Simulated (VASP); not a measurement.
TiO2:

```
CELL_PARAMETERS angstrom
4.59220 0.00000 0.00000
0.00000 4.59220 0.00000
0.00000 0.00000 2.95740
ATOMIC_POSITIONS crystal
Ti 0.00000 0.00000 0.00000
Ti 0.50000 0.50000 0.50000
O 0.30496 0.30496 0.00000
O 0.19504 0.80496 0.50000
O 0.69504 0.69504 0.00000
O 0.80496 0.19504 0.50000
```

| Quantity | Value |
| --- | --- |
| Program | VASP 6.6.1 |
| Task | relaxation of cell and atoms |
| Functional | PBE |
| Potentials or basis | VASP PAW PBE potentials, release 64 (Ti_sv, O) |
| Cutoff | 600 eV |
| k mesh | 6 × 6 × 10 |
| Occupations | gaussian, width 0.02 eV |
| Spin | no spin polarisation |

At the start: pressure 5.8 GPa; volume 10.39 Å³/atom.

**Question.** Where does the relaxation end?

**Answer.** Over 8 steps the energy falls by 5.0 meV/atom and the volume is 10.67 Å³/atom (+2.6 %); space group P4_2/mnm (No. 136, to 0.05 Å).

The path:
```csv
step,energy change (eV),largest force (eV/Å),pressure (GPa),volume (Å³)
1,0.0000,0.1241,5.83,62.37
2,0.0143,0.2347,-6.47,65.84
3,-0.0277,0.0461,-0.02,63.89
4,-0.0277,0.0429,0.08,63.86
5,-0.0295,0.0151,0.09,63.94
6,-0.0297,0.0018,0.10,63.98
7,-0.0297,0.0042,-0.11,64.05
8,-0.0298,0.0026,-0.01,64.01
```

Final structure:
```
Ti O
1.0
     4.64499    0.00000    0.00000
     0.00000    4.64499    0.00000
     0.00000    0.00000    2.96676
Ti O
2 4
Direct
  0.00000 0.00000 0.00000
  0.50000 0.50000 0.50000
  0.30496 0.30496 0.00000
  0.19504 0.80496 0.50000
  0.69504 0.69504 0.00000
  0.80496 0.19504 0.50000
```
